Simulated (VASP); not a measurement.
Elastic constants (GPa) of a crystal from PBE GGA, VASP's PBE PAW potentials (set 64) in VASP:

```tsv
	xx	yy	zz	yz	xz	xy
xx	27.1	5.2	5.2	0.0	0.0	0.0
yy	5.2	27.1	5.2	0.0	0.0	0.0
zz	5.2	5.2	27.1	0.0	0.0	0.0
yz	0.0	0.0	0.0	4.8	0.0	0.0
xz	0.0	0.0	0.0	0.0	4.8	0.0
xy	0.0	0.0	0.0	0.0	0.0	4.8
```

Q: Work out the Voigt, Reuss and Hill moduli, Young's modulus and Poisson's ratio.

A: All eigenvalues are positive (smallest 4.8 GPa), so the crystal is stable. K_V = (C11+C22+C33+2(C12+C13+C23))/9 = (81.3 + 2×15.6)/9 = 12.5 GPa; G_V = (81.3 − 15.6 + 3×14.4)/15 = 7.3 GPa. From the compliances, K_R = 12.5 GPa and G_R = 6.2 GPa. Hill: K = 12.5 GPa, G = 6.7 GPa, E = 9KG/(3K+G) = 17.1 GPa, ν = (3K−2G)/(2(3K+G)) = 0.272. K/G = 1.86, above Pugh's 1.75; universal anisotropy A^U = 0.86.

Q: With a density of 4.19 g/cm³, what are the mean sound speeds?

A: v_l = √((K+4G/3)/ρ) = 2.26 km/s and v_t = √(G/ρ) = 1.27 km/s. The crystal is CsBr (CsCl type), cubic.

The compound is CsBr in the CsCl type structure. It was relaxed first, which changed the volume by +7 %.
